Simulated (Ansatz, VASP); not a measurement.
# Al (linear Al chain): VASP beside Ansatz, part 2 of 2

One calculation is typed for both programs; each brings its own data sets. How far apart do they land? The structure shown is the end of the Ansatz relaxation below.

VASP 6.6.1 and Ansatz 0.2.0.

So far: The starting structure; Ansatz: relaxation, PBE; VASP: single point, PBE, pair 1; Side by side; VASP: single point, PBE, pair 2.

## 6. VASP: single point, PBE, pair 2 (continued)

Level of this step: PBE, zero-moment start; plane waves and PAW (Al) (VASP).

Numbers of over 12 decimals in the logs are rounded to 6 here.

OUTCAR, selected parts (step 6):

```text
  Total        0.1728396      0.1728396      0.0200517      0.0000000     -0.0000000      0.0000000
  in kB        2.0383534      2.0383534      0.2364768      0.0000000     -0.0000000      0.0000000
  external PRESSURE =       1.4377279 kB  Pullay stress =       0.0000000 kB

  FREE ENERGIE OF THE ION-ELECTRON SYSTEM (eV)
  ---------------------------------------------------
  free  energy   TOTEN  =        -1.8114930348 eV

  energy  without entropy=       -1.8004963977  energy(sigma->0) =       -1.80599472

 magnetization (x)
# of ion       s       p       d       tot
------------------------------------------
    1       -0.000   0.000   0.000  -0.000

[... 1 part as in an earlier step ...]

[... 3 further parts left out ...]
[key lines of the parts left out:]
E-fermi :  -2.5115
```

This run allows spin, but its moments start at zero, where symmetry between the spins tends to hold them. Its electron count is odd, so without a moment it is a metal by construction.

## 7. Side by side

Both answers:

```
      quantity  Ansatz  VASP  difference
pressure (GPa)    0.15  0.14        0.00
```

## 8. Ansatz: relaxation, LDA

This run makes the geometry at which the two programs are then compared. The cell compared in this pair holds 134.41 Å³, against 135.85 Å³ for the pair before.

The structure compared here is the end of the Ansatz relaxation.

File input.yaml:

```yaml
crystal:
  lattice:
    - [7.5, 0.0, 0.0]
    - [0.0, 7.5, 0.0]
    - [0.0, 0.0, 2.2506]
  atoms:
    - { symbol: Al, position: [0.5, 0.5, 0.0], spin: 0.5 }
magnetization:
  spin_polarized: true
kpoints:
  mp_grid: { grid: [1, 1, 36] }
scf:
  occupations: { method: fermi_dirac, width: 0.05 }
hamiltonian:
  xc: lda
relax:
  cell: { fix: [a, b, alpha, beta, gamma] }
  max_steps: 60
```

Command:

```console
$ ansatz run input.yaml --threads 4 --pin off --max-ram 8192MiB --backend cpu --events-out ev --progress --plain --runs-dir out
```

The log of the run:

```text
[...]
Crystal: 1 atoms, lattice volume = 126.596 Å³
Basis set: ecut = 420 eV, 2463 PW (Γ)
Bands: 6, of which v1, the nominal top of the filled ones, is band 2 counted from 1 (1 counted from 0)
Symmetry: 16 space group operations
[...]
k-points: 19 of 36
[...]
Starting moments: Σ|m| = 0.5 μB on 1 of 1 site
[...]
0.206547       0.000000       0.000000
        0.000000       0.206547       0.000000
        0.000000       0.000000       0.027572
  P = ⅓ Tr σ = 0.1469 GPa (1.469 kbar)
--- Relaxed structure (4 steps of the walk, 4 accepted, 1 SCFs on fresh bases) ---
[...]
cell:  # Å, volume = 134.4121 Å³
    - [7.5, 0.0, 0.0]
    - [0.0, 7.5, 0.0]
    - [0.0, 0.0, 2.389548]
  atoms:
    - { symbol: Al, position: [0.5, 0.5, 0.0] }
[key lines of the parts left out:]
SCF converged after 4 iterations
Magnetization: -0.0000 μB (1.5000 up, 1.5000 down)
Free energy (F): -510.699907 eV
Fermi energy:    -2.656019 eV
```

## 9. VASP: single point, LDA

The same cell, functional (in two slightly different forms), mesh and smearing now go to VASP, with its own data sets.

File INCAR:

```
SYSTEM = Al
PREC = Accurate
ENCUT = 500
EDIFF = 1E-06
NELM = 200
ISMEAR = -1
SIGMA = 0.05
LREAL = .FALSE.
ALGO = Normal
GGA = PW92
NBANDS = 8
ISPIN = 2
MAGMOM = -0
LORBIT = 11
LWAVE = .FALSE.
LCHARG = .FALSE.
ISIF = 2
LASPH = .TRUE.
GGA_COMPAT = .FALSE.
```

File POSCAR:

```
Al
1.0
    7.5000000000      0.0000000000      0.0000000000
    0.0000000000      7.5000000000      0.0000000000
    0.0000000000      0.0000000000      2.3895479575
Al
1
Direct
    0.5000000000      0.5000000000      0.0000000000
```

File KPOINTS:

```
Automatic mesh
0
Gamma
1 1 36
0 0 0
```

PAW data sets: Al (LDA family, release 64).

Command:

```console
$ mpirun -np 1 vasp_std
```

The log of the run:

```text
[banner, memory and clock lines left out]
running    1 mpi-ranks, on    1 nodes
[...]
|                                                                             |
|               ----> ADVICE to this user running VASP <----                  |
|                                                                             |
|     You enforced a specific xc type in the INCAR file but a different       |
|     [... a line on the potential file left out ...]
|     I HOPE YOU KNOW WHAT YOU ARE DOING!                                     |
|                                                                             |

 LDA part: xc-table for (Slater(with rela. corr.)+PW92), standard interpolation
 POSCAR, INCAR and KPOINTS ok, starting setup
[...]
entering main loop
       N       E                     dE             d eps       ncg     rms          rms(c)
DAV:   1     0.376009629075E+01    0.37601E+01   -0.73263E+02   608   0.173E+02
DAV:   2    -0.207739457348E+01   -0.58375E+01   -0.52272E+01   792   0.231E+01
DAV:   3    -0.218568383960E+01   -0.10829E+00   -0.10674E+00   800   0.440E+00
DAV:   4    -0.218766208554E+01   -0.19782E-02   -0.19777E-02   984   0.666E-01
[...]
DAV:  13    -0.200603950267E+01   -0.66487E-04   -0.11459E-05   624   0.965E-03    0.472E-03
DAV:  14    -0.200604293878E+01   -0.34361E-05   -0.47337E-07   640   0.216E-03    0.358E-03
DAV:  15    -0.200604330126E+01   -0.36248E-06   -0.38520E-08   728   0.688E-04
   1 F= -.20060433E+01 E0= -.20006674E+01  d E =-.107518E-01  mag=     0.0000
```

Parts of OUTCAR (step 9):

```text
  Total        0.1711253      0.1711253      0.0575151      0.0000000      0.0000000      0.0000000
  in kB        2.0397955      2.0397955      0.6855739      0.0000000      0.0000000      0.0000000
  external PRESSURE =       1.5883883 kB  Pullay stress =       0.0000000 kB

  FREE ENERGIE OF THE ION-ELECTRON SYSTEM (eV)
  ---------------------------------------------------
  free  energy   TOTEN  =        -2.0060433013 eV

  energy  without entropy=       -1.9952915138  energy(sigma->0) =       -2.00066741

 magnetization (x)
# of ion       s       p       d       tot
------------------------------------------
    1        0.000   0.000   0.000   0.000

[... 2 parts as in an earlier step ...]

[... 2 further parts left out ...]
[key lines of the parts left out:]
E-fermi :  -2.6507
```

## 10. Comparison

What differs besides the data sets and the points named for the pairs above, as far as they apply: VASP's log shows a relativistic correction to its local exchange, Ansatz's none. Total energies have different zeros and are not compared.

Compared:

```
      quantity  Ansatz  VASP  difference
pressure (GPa)    0.15  0.16       -0.01
```

## 11. Summary of results

* difference in pressure (single point, PBE, pair 1): 0.0034 GPa
* difference in pressure (single point, PBE, pair 2): 0.0028 GPa
* difference in pressure (single point, LDA): -0.012 GPa

In words: The difference in pressure is -0.012 GPa (single point, LDA), within the 1 GPa picked in this series as the mark of a large difference. 2 further runs of this series are not shown here. How closely two codes agree says nothing of how well the functional describes the real material.

[Lines on the potential files, build, host, timing and source positions are cut from VASP's logs without a mark.]

[Logs are printed without paths, hosts, clocks, repeated set-up lines and the standing remarks that a program may print on its own settings, such as how far it seeks lower states.]

[Hosts, paths, dates, database ids (printed as entryN), source tags and the programs' standing remarks are cut or masked in the printed files.]
